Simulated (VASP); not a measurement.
# Be3Se2O (Cm) in VASP: further runs

Runs on Be3Se2O. Level: PBE. Tasks: equation of state.

Program: VASP 6.6.1. These are calculated values, not measurements. Logs are shortened: lines on timing, memory, paths and dates and some standing lists are left out, and cuts for length are marked.

### Step 1. The structure

It takes space group Cm (No. 8, monoclinic). The conventional cell has a = 5.767 Å, b = 10.047 Å, c = 3.672 Å, α = 90.00°, β = 122.87°, γ = 90.00°. Be (site symmetry 1) is surrounded by 1 O at 1.59 Å. Be (site symmetry m) has 1 O at 1.52 Å as nearest neighbours. Around Se (site symmetry 1) lie 4 Be at 2.19 to 2.33 Å. O (site symmetry m) is surrounded by 3 Be at 1.52 to 1.59 Å.

The cell was built by a generator and needn't be a form met in nature.

### Step 2. Equation of state, PBE, 14.89 Å³/atom

Input file INCAR:

```
PREC     = Accurate       # precision mode
ENCUT    = 520            # plane-wave cutoff, eV
EDIFF    = 1E-6           # SCF threshold, eV
ISMEAR   = 0              # smearing method
SIGMA    = 0.03           # smearing width, eV
LREAL    = False          # projectors in reciprocal space
LASPH    = True           # aspherical terms in the spheres
NELM     = 100            # most SCF steps
ALGO     = Normal         # electronic algorithm
ISIF     = 4              # what is computed and relaxed
LWAVE    = False          # write WAVECAR
LCHARG   = False          # write CHGCAR
GGA      = PE             # functional
IBRION   = 2              # ionic algorithm
NSW      = 30             # ionic steps
EDIFFG   = -0.02          # ionic threshold
KPAR     = 4
```

Input file KPOINTS:

```
regular mesh
0
Gamma
  6 6 8
```

Input file POSCAR:

```
Be3Se2O
1.0
    2.8836900000     -5.0232800000      0.0000000000
    2.8836900000      5.0232800000      0.0000000000
   -1.9927710000      0.0000000000      3.0839480000
Be Se O
3 2 1
Direct
    0.3647740000      0.0944330000      0.2599370000
    0.0944330000      0.3647740000      0.2599370000
    0.7812690000      0.7812690000      0.1106980000
    0.3413560000      0.6742820000      0.0069300000
    0.6742820000      0.3413560000      0.0069300000
    0.0604260000      0.0604260000      0.1577330000
```

Potentials or basis: VASP PAW PBE potentials, release 64 (Be, Se, O).

On the command line:

```bash
> cat potpaw_PBE.64/Be/POTCAR potpaw_PBE.64/Se/POTCAR potpaw_PBE.64/O/POTCAR > POTCAR
> mpirun -np 4 vasp_std > vasp.out
```

OUTCAR:

```text
PREC = Accurate
   ENCUT = 520
   EDIFF = 1E-6
   ISMEAR = 0
   LREAL = False
   LASPH = True
   NELM = 100
   ISIF = 4
   GGA = PE
   IBRION = 2
   NSW = 30
   EDIFFG = -0.02

 ion  position               nearest neighbor table
   1  0.365  0.094  0.260-   6 1.59   5 2.27   4 2.28   5 2.33
   2  0.094  0.365  0.260-   6 1.59   4 2.27   5 2.28   4 2.33
   3  0.781  0.781  0.111-   6 1.52   5 2.19   4 2.19
   4  0.341  0.674  0.007-   3 2.19   2 2.27   1 2.28   2 2.33
   5  0.674  0.341  0.007-   3 2.19   1 2.27   2 2.28   1 2.33
   6  0.060  0.060  0.158-   3 1.52   2 1.59   1 1.59

  LATTYP: Found a base centered monoclinic cell.
 ALAT       =     5.7673800000
 B/A-ratio  =     1.7419625549
 C/A-ratio  =     0.6366438162
 COS(beta)  =    -0.5427280930

  Lattice vectors:

 A1 = (   2.8836900000,  -5.0232800000,   0.0000000000)
 A2 = (   2.8836900000,   5.0232800000,   0.0000000000)
 A3 = (  -1.9927710000,   0.0000000000,   3.0839480000)

Analysis of symmetry for initial positions (statically):
=====================================================================
 Subroutine PRICEL returns:
 Original cell was already a primitive cell.

 Routine SETGRP: Setting up the symmetry group for a
 base centered monoclinic supercell.

 Subroutine GETGRP returns: Found  2 space group operations
 (whereof  2 operations were pure point group operations)
 out of a pool of  4 trial point group operations.

The static configuration has the point symmetry C_1h.

Analysis of symmetry for dynamics (positions and initial velocities):
=====================================================================
 Subroutine PRICEL returns:
 Original cell was already a primitive cell.

 Routine SETGRP: Setting up the symmetry group for a
 base centered monoclinic supercell.

 Subroutine GETGRP returns: Found  2 space group operations
 (whereof  2 operations were pure point group operations)
 out of a pool of  4 trial point group operations.

The dynamic configuration has the point symmetry C_1h.

 Subroutine INISYM returns: Found  2 space group operations
 (whereof  2 operations are pure point group operations),
 and found     1 'primitive' translations

----------------------------------------------------------------------------------------

                                     Primitive cell
[... 105 lines left out ...]
   ISIF   =      4    stress and relaxation
   ISYM   =      2    0-nonsym 1-usesym 2-fastsym
   POTIM  = 0.5000    time-step for ionic-motion
   TEBEG  =    0.0;   TEEND  =   0.0 temperature during run
   PSTRESS=    0.0 pullay stress
   NELECT =      24.0000    total number of electrons
   NUPDOWN=      -1.0000    fix difference up-down
   EMIN   =  10.00;   EMAX   =-10.00  energy-range for DOS
   EFERMI =   0.00;   METHOD = LEGACY
   ISMEAR =     0;   SIGMA  =   0.03  broadening in eV -4-tet -1-fermi 0-gaus
   EFERMI_NEDOS =   21; number of points for ismear=-14 and -15
   IALGO  =     38    algorithm
   IMIX   =      4    mixing-type and parameters
     AMIX     =   0.40;   BMIX     =  1.00
     AMIX_MAG =   1.60;   BMIX_MAG =  1.00
  volume/ion in A,a.u.               =      14.89       100.49
  Fermi-wavevector in a.u.,A,eV,Ry     =   1.056301  1.996119 15.180989  1.115771
  Thomas-Fermi vector in A             =   2.191531
   LORBIT       =      0    0 simple, 1 ext, 2 COOP (PROOUT), +10 PAW based schemes
   GGA     = PE    functional components
   LHFCALC =     F    Hartree Fock is set to
   AEXX    =    0.0000 exact exchange contribution
   IVDW    =     0    specifies the selected vdW correction
   LEPSILON=     F    determine dielectric tensor
   LRPA    =     F    only Hartree local field effects (RPA)
 conjugate gradient relaxation of ions
 non-spin polarized calculation
 Gauss-broadening in eV      SIGMA  =   0.03
  energy-cutoff  :      520.00
  volume of cell :       89.35
 maximum number of plane-waves:      2421
 NGX is ok and might be reduce to    48
   NGX = 21   NGY = 21   NGZ = 13

 number of electron      23.9999998 magnetization

 Free energy of the ion-electron system (eV)
  ---------------------------------------------------
  ext. energy  EPLUGINS =         0.00000000
  ---------------------------------------------------
  free energy    TOTEN  =       -30.93836093 eV

  energy without entropy =      -30.93836093  energy(sigma->0) =      -30.93836093

 E-fermi :   3.2501     XC(G=0):  -9.3449

 val. band max:        3.1268692508   @ k =   0.5000   0.5000   0.0000
 cond. band min:       5.9442293200   @ k =   0.5000   0.5000   0.0000
 fundamental gap:      2.8173600692
 Fermi energy:         3.2501112529

 k-point     1 :       0.0000    0.0000    0.0000
  band No.  band energies     occupation
      1     -15.9609      2.00000
      2     -10.2311      2.00000
      3      -8.4690      2.00000
      4      -2.8401      2.00000
      5      -2.7793      2.00000
      6      -1.4118      2.00000
[... 433 lines left out ...]
      3      -8.6038      2.00000
      4      -2.8518      2.00000
      5      -2.7171      2.00000
      6      -1.1546      2.00000
[... 8 lines left out ...]
     15       8.5812      0.00000
     16       9.0531      0.00000

 [... further k-points ...]

------------------------ aborting loop because EDIFF is reached ----------------------------------------

  FORCE on cell =-STRESS in cart. coord.  units (eV):
  Direction    XX          YY          ZZ          XY          YZ          ZX
  --------------------------------------------------------------------------------------
  -------------------------------------------------------------------------------------
  Total       -0.0005715     -0.0010379      0.0115341      0.0000000      0.0000000      0.0052091
  in kB       -0.0102485     -0.0186121      0.2068331      0.0000000      0.0000000      0.0934109
  external PRESSURE =       0.0593242 kB  Pullay stress =       0.0000000 kB

 VOLUME and BASIS-vectors are now :
 -----------------------------------------------------------------------------
  energy-cutoff  :      520.00
  volume of cell :       89.35
      direct lattice vectors                 reciprocal lattice vectors
     2.883690000 -5.023280000  0.000000000     0.173388957 -0.099536558  0.112039660
     2.883690000  5.023280000  0.000000000     0.173388957  0.099536558  0.112039660
    -1.992771000  0.000000000  3.083948000     0.000000000  0.000000000  0.324259683

 POSITION                                       TOTAL-FORCE (eV/Angst)
 -----------------------------------------------------------------------------------
      0.80622     -1.35800      0.80163        -0.000172      0.000091     -0.000117
      0.80622      1.35800      0.80163        -0.000172     -0.000091     -0.000117
      4.28528      0.00000      0.34139        -0.001067      0.000000     -0.000546
      2.91498      1.67238      0.02137         0.001395     -0.000471     -0.000658
      2.91498     -1.67238      0.02137         0.001395      0.000471     -0.000658
      0.03417      0.00000      0.48644        -0.001379      0.000000      0.002095
 -----------------------------------------------------------------------------------
    total drift:                               -0.000265     -0.000000      0.000062

  FREE ENERGIE OF THE ION-ELECTRON SYSTEM (eV)
  ---------------------------------------------------
  free  energy   TOTEN  =       -30.9383609344 eV

  energy  without entropy=      -30.9383609344  energy(sigma->0) =      -30.93836093

 reached required accuracy - stopping structural energy minimisation
```

Wall time 60 s (4 MPI ranks of AMD EPYC 7R13 (Zen 3), shared host); peak memory 0.3 GiB.

Results:

| Quantity | Value |
| --- | --- |
| Free energy | -30.9384 eV |
| Pressure | 0.0 GPa |
| Band gap on the k mesh | 2.82 eV, direct |

### Step 3. Equation of state, PBE, 14.44 Å³/atom (volume scaled by 0.97)

INCAR is that of step 2.

KPOINTS is that of step 2.

POSCAR: that of step 2 with these lines changed.

```diff
@@ -2,5 +2,5 @@
 1.0
-    2.8836900000     -5.0232800000      0.0000000000
-    2.8836900000      5.0232800000      0.0000000000
-   -1.9927710000      0.0000000000      3.0839480000
+    2.8545598266     -4.9725363287      0.0000000000
+    2.8545598266      4.9725363287      0.0000000000
+   -1.9726406237      0.0000000000      3.0527948802
 Be Se O
```

Potentials or basis: VASP PAW PBE potentials, release 64 (Be, Se, O).

On the command line:

```bash
> cat potpaw_PBE.64/Be/POTCAR potpaw_PBE.64/Se/POTCAR potpaw_PBE.64/O/POTCAR > POTCAR
> mpirun -np 4 vasp_std > vasp.out
```

It took 3.7 min on 4 MPI ranks of AMD EPYC 7R13 (Zen 3), shared host; peak memory 0.32 GiB.

It converged, with:

- Free energy: -30.9194 eV
- Pressure: 2.2 GPa
- Largest force: 0.012 eV/Å
- Band gap on the k mesh: 2.69 eV, direct

### Step 4. Equation of state, PBE, 15.34 Å³/atom (volume scaled by 1.03)

INCAR is that of step 3.

KPOINTS is that of step 3.

POSCAR: that of step 3 with these lines changed.

```diff
@@ -2,5 +2,5 @@
 1.0
-    2.8545598266     -4.9725363287      0.0000000000
-    2.8545598266      4.9725363287      0.0000000000
-   -1.9726406237      0.0000000000      3.0527948802
+    2.9122432431     -5.0730186803      0.0000000000
+    2.9122432431      5.0730186803      0.0000000000
+   -2.0125026892      0.0000000000      3.1144841245
 Be Se O
```

On the command line:

```bash
> cat potpaw_PBE.64/Be/POTCAR potpaw_PBE.64/Se/POTCAR potpaw_PBE.64/O/POTCAR > POTCAR
> mpirun -np 4 vasp_std > vasp.out
```

Run time: 3.6 min. Hardware: 4 MPI ranks of AMD EPYC 7R13 (Zen 3), shared host; peak memory 0.33 GiB.

The run converged. Its results:

| Property | Result |
| --- | --- |
| Free energy | -30.9232 eV |
| Pressure | -1.9 GPa |
| Largest force | 0.012 eV/Å |
| Band gap on the k mesh | 2.92 eV, direct |

### Step 5. Equation of state, PBE, 14.00 Å³/atom (volume scaled by 0.94)

INCAR is that of step 4.

KPOINTS is that of step 4.

POSCAR: that of step 4 with these lines changed.

```diff
@@ -2,5 +2,5 @@
 1.0
-    2.9122432431     -5.0730186803      0.0000000000
-    2.9122432431      5.0730186803      0.0000000000
-   -2.0125026892      0.0000000000      3.1144841245
+    2.8248226658     -4.9207353082      0.0000000000
+    2.8248226658      4.9207353082      0.0000000000
+   -1.9520907895      0.0000000000      3.0209926208
 Be Se O
```

On the command line:

```bash
> cat potpaw_PBE.64/Be/POTCAR potpaw_PBE.64/Se/POTCAR potpaw_PBE.64/O/POTCAR > POTCAR
> mpirun -np 4 vasp_std > vasp.out
```

Wall time 4.2 min (4 MPI ranks of AMD EPYC 7R13 (Zen 3), shared host); peak memory 0.3 GiB.

The run converged. Its results:

| Property | Result |
| --- | --- |
| Free energy | -30.8627 eV |
| Pressure | 4.6 GPa |
| Largest force | 0.015 eV/Å |
| Band gap on the k mesh | 2.52 eV, direct |

### Step 6. Equation of state, PBE, 15.78 Å³/atom (volume scaled by 1.06)

INCAR is that of step 5.

KPOINTS is that of step 5.

POSCAR: that of step 5 with these lines changed.

```diff
@@ -2,5 +2,5 @@
 1.0
-    2.8248226658     -4.9207353082      0.0000000000
-    2.8248226658      4.9207353082      0.0000000000
-   -1.9520907895      0.0000000000      3.0209926208
+    2.9402472999     -5.1218006986      0.0000000000
+    2.9402472999      5.1218006986      0.0000000000
+   -2.0318548638      0.0000000000      3.1444329245
 Be Se O
```

Potentials or basis: VASP PAW PBE potentials, release 64 (Be, Se, O).

On the command line:

```bash
> cat potpaw_PBE.64/Be/POTCAR potpaw_PBE.64/Se/POTCAR potpaw_PBE.64/O/POTCAR > POTCAR
> mpirun -np 4 vasp_std > vasp.out
```

Run time: 5.9 min. Hardware: 4 MPI ranks of AMD EPYC 7R13 (Zen 3), shared host; peak memory 0.34 GiB.

The run converged. Its results:

* Free energy: -30.8788 eV
* Pressure: -3.5 GPa
* Largest force: 0.008 eV/Å
* Band gap on the k mesh: 2.99 eV, indirect (least direct gap 3.02 eV)

### Step 7. Equation of state, PBE, 13.55 Å³/atom (volume scaled by 0.91)

INCAR is that of step 6.

KPOINTS is that of step 6.

POSCAR: that of step 6 with these lines changed.

```diff
@@ -2,5 +2,5 @@
 1.0
-    2.9402472999     -5.1218006986      0.0000000000
-    2.9402472999      5.1218006986      0.0000000000
-   -2.0318548638      0.0000000000      3.1444329245
+    2.7944458743     -4.8678200748      0.0000000000
+    2.7944458743      4.8678200748      0.0000000000
+   -1.9310989390      0.0000000000      2.9885063114
 Be Se O
```

On the command line:

```bash
> cat potpaw_PBE.64/Be/POTCAR potpaw_PBE.64/Se/POTCAR potpaw_PBE.64/O/POTCAR > POTCAR
> mpirun -np 4 vasp_std > vasp.out
```

Run time: 5.9 min. Hardware: 4 MPI ranks of AMD EPYC 7R13 (Zen 3), shared host; peak memory 0.29 GiB.

The run converged. Its results:

```
Free energy            : -30.7639 eV
Pressure               : 7.2 GPa
Largest force          : 0.014 eV/Å
Band gap on the k mesh : 2.32 eV, direct
```

### Step 8. Equation of state, PBE, 16.23 Å³/atom (volume scaled by 1.09)

INCAR is that of step 7.

KPOINTS is that of step 7.

POSCAR: that of step 7 with these lines changed.

```diff
@@ -2,5 +2,5 @@
 1.0
-    2.7944458743     -4.8678200748      0.0000000000
-    2.7944458743      4.8678200748      0.0000000000
-   -1.9310989390      0.0000000000      2.9885063114
+    2.9677278394     -5.1696707695      0.0000000000
+    2.9677278394      5.1696707695      0.0000000000
+   -2.0508452623      0.0000000000      3.1738218515
 Be Se O
```

On the command line:

```bash
> cat potpaw_PBE.64/Be/POTCAR potpaw_PBE.64/Se/POTCAR potpaw_PBE.64/O/POTCAR > POTCAR
> mpirun -np 4 vasp_std > vasp.out
```

Run time: 6.1 min. Hardware: 4 MPI ranks of AMD EPYC 7R13 (Zen 3), shared host; peak memory 0.34 GiB.

The run converged. Its results:

- Free energy: -30.8091 eV
- Pressure: -4.9 GPa
- Largest force: 0.010 eV/Å
- Band gap on the k mesh: 3.05 eV, indirect (least direct gap 3.09 eV)
